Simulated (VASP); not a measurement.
Sn (beta) relaxed at rising pressure, in one space group throughout; other phases were not tried. The pressures are those reached. Computed with PBEsol GGA, VASP's PBE PAW potentials (set 64) (plane waves; VASP).

```
P (GPa)  V (Å³/atom)    k-mesh
-------  -----------  --------
0.03          26.826  13×13×13
4.97          24.932  13×13×13
10.04         23.566  14×14×14
19.98         21.708  14×14×14
30.03         20.394  14×14×14
```

A change of mesh leaves a small step in the series.

Question: Fit an equation of state and predict the volume at 45.07 GPa.

Answer: Least squares on the third-order Birch-Murnaghan form, P = (3B0/2)(y⁷ − y⁵)[1 + (3/4)(B′ − 4)(y² − 1)] with y = (V0/V)^(1/3), gives V0 = 26.837 Å³/atom, B0 = 57 GPa and B′ = 4.7, and so 18.981 Å³/atom. The run gave 18.996 Å³/atom, +0.1 % from the fit.

Pressures at which the relaxation failed are left out.

The compound is Sn in the beta structure.
